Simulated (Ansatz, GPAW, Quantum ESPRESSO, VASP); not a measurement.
Code comparison for HgPPt₅ (P4/mmm, 7 atoms in the cell)

Self-consistent single point, at a second geometry (lattice scaled by 0.98). First geometry:

```yaml
crystal:
  lattice:
    - [3.93904, 0.00000, 0.00000]
    - [0.00000, 3.93904, 0.00000]
    - [0.00000, 0.00000, 7.20984]
  atoms:
    - { symbol: Hg, position: [0.50000, 0.50000, 0.00000] }
    - { symbol: P, position: [0.00000, 0.00000, 0.50000] }
    - { symbol: Pt, position: [0.00000, 0.50000, 0.30307] }
    - { symbol: Pt, position: [0.00000, 0.50000, 0.69693] }
    - { symbol: Pt, position: [0.50000, 0.00000, 0.30307] }
    - { symbol: Pt, position: [0.50000, 0.00000, 0.69693] }
    - { symbol: Pt, position: [0.00000, 0.00000, 0.00000] }
```

Shared settings, as Ansatz (a quantum-chemistry and plane-wave program) writes them: kpoints.mp_grid.grid = 6 6 3; scf.occupations.method = fermi_dirac; scf.occupations.width = 0.01 Ry. Potentials and cutoffs stand in the table.

```csv
code,model,ΔF from the first geometry (meV/atom),pressure (GPa),largest force (eV/Å),cutoff
Ansatz,"PBEsol, PAW files made with PBE",14.1,10.21,0.215,default
GPAW,"PBEsol, GPAW PAW datasets PBEsol (made by gpaw-setup)",18.0,10.86,0.270,550 eV
Quantum ESPRESSO,"PBEsol, GBRV 1.5 ultrasoft (PBESOL) pseudopotentials",13.1,9.37,0.194,40 Ry
VASP,"PBEsol, VASP's PBE PAW potentials (set 64)",17.8,10.10,0.194,300 eV
```

For Quantum ESPRESSO (by 0.7 GPa) and VASP (by 0.8 GPa) the energy change implies a higher mean pressure, against the two pressures, than for the other programs: a sign of finite-basis (Pulay) stress.

On Ansatz's run: spin-orbit coupling is off. Spin polarisation is off; with an odd number of electrons in the cell that forces a metal, and a magnetic state may lie lower.

The spread over the programs that give each value: ΔF from the first geometry within 4.9 meV/atom; pressure within 1.49 GPa; largest force within 0.076 eV/Å.

Ansatz's pressure is given at a fixed set of plane waves, as the other plane-wave codes print theirs; with its correction for the finite basis it is 10.28 GPa.

VASP's run is marked for a possible Pulay error in its stress at this cutoff; no cutoff test was made.

The starting cell comes from a database of computed structures (which also holds hypothetical and non-ambient phases and stackings), without a prior relaxation at this level. For this run, on top of that: lattice scaled by 0.98.

Left out of this page: CP2K, Elk, FLEUR and SIESTA (not drawn, or without a comparable value).

Keys are those of Ansatz 0.2.
